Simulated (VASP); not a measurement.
**PtSe2: vibrations by finite differences with PBE+D3(BJ)**

Crystal: PtSe2.

```
CELL_PARAMETERS angstrom
3.76953 0.00000 0.00000
-1.88477 3.26451 0.00000
0.00000 0.00000 4.82577
ATOMIC_POSITIONS crystal
Pt 0.00000 0.00000 0.00000
Se 0.33333 0.66667 0.26573
Se 0.66667 0.33333 0.73427
```

| Property | Result |
| --- | --- |
| Program | VASP 6.6.1 |
| Task | vibrations by finite differences |
| Functional | PBE |
| Dispersion | D3(BJ) |
| Potentials or basis | VASP PAW PBE potentials, release 64 (Pt, Se) |
| Cutoff | 700 eV |
| k mesh | 9 × 9 × 6 |
| Occupations | gaussian, width 0.02 eV |
| Spin | no spin polarisation |
| Further INCAR settings | ALGO = Normal; EDIFF = 1e-08; IBRION = 6; POTIM = 0.015; NSW = 1 |

```yaml
Highest_phonon_frequency_at_Γ: 217 cm⁻¹
Dispersion_energy_per_atom: -0.490 eV
```

Phonon frequencies in cm⁻¹ (negative: imaginary):
| q point | frequencies |
| --- | --- |
| (0.000, 0.000, 0.000) | 0 0 0 157 157 206 212 212 217 |

It took 110 s on 4 MPI ranks on Intel(R) Xeon(R) 6975P-C (Granite Rapids), on a shared host, peak memory 0.69 GiB a rank.

 Spin-orbit coupling is left out, which matters for the levels of Pt.
